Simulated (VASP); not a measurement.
Input:

```
CELL_PARAMETERS angstrom
     -2.09869     2.09869     5.67536
      2.09869    -2.09869     5.67536
      2.09869     2.09869    -5.67536
ATOMIC_POSITIONS crystal
  Ba 0.00000 0.00000 0.00000
  Cu 0.25000 0.75000 0.50000
  Cu 0.75000 0.25000 0.50000
  As 0.63923 0.63923 0.00000
  As 0.36077 0.36077 0.00000
```

Method: PBEsol GGA, VASP's PBE PAW potentials (set 64) (plane waves; VASP). Numerical set-up: 400 eV cut-off, 12×12×12 Γ-centred mesh, tetrahedra with Blöchl corrections, potentials Ba_sv Cu As.

The cores are frozen, which limits the accuracy of field gradients.

Problem. Give the principal components of the electric field gradient (V/Å²) and the asymmetry η at each nucleus.

Solution. 
```
atom    Vxx    Vyy   Vzz     η
----  -----  -----  ----  ----
Ba1    -0.1   -0.1   0.3     -
Cu2    -2.9   -2.9   5.7  0.00
Cu3    -2.9   -2.9   5.7  0.00
As4   -49.6  -49.6  99.3  0.00
As5   -49.6  -49.6  99.3  0.00
```

The structure comes from a computed database's BaCu2As2 entry (I4/mmm); how it stands against other phases isn't given here. It was relaxed first.
